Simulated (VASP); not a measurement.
Input of a VASP 6.6.1 run:

INCAR

```
ALGO = Fast ; EDIFF = 1E-7
EDIFFG = -0.01 ; ENCUT = 600
IBRION = 2 ; ISIF = 4
ISMEAR = 1 ; LASPH = True
LCHARG = False ; LREAL = False
LWAVE = False ; NELM = 80
NSW = 40 ; PREC = Accurate
SIGMA = 0.1
```

KPOINTS

```
k-points
0
Gamma
  15 15 8
```

Contents of POSCAR:

```
Re                                      
1.0
    2.6825883031     -0.0000000000      0.0000000000
   -1.3412941516      2.3231896184      0.0000000000
    0.0000000000      0.0000000000      4.3422116214
  Re            
     2
Direct
     0.3333333332999970    0.6666666667000030    0.2500000000000000
     0.6666666667000030    0.3333333332999970    0.7500000000000000
```

Potentials or basis: VASP PAW LDA potentials, release 64 (Re).

Command:

```sh
$ cat potpaw_LDA.64/Re/POTCAR > POTCAR
$ mpirun -np 1 vasp_std > vasp.out
```

(1) What does it give for the energy gained by relaxing?

(2) Predict the band gap on the k mesh.

Answers

(1) 0.0 meV/atom.

(2) none (metal or under the smearing width).
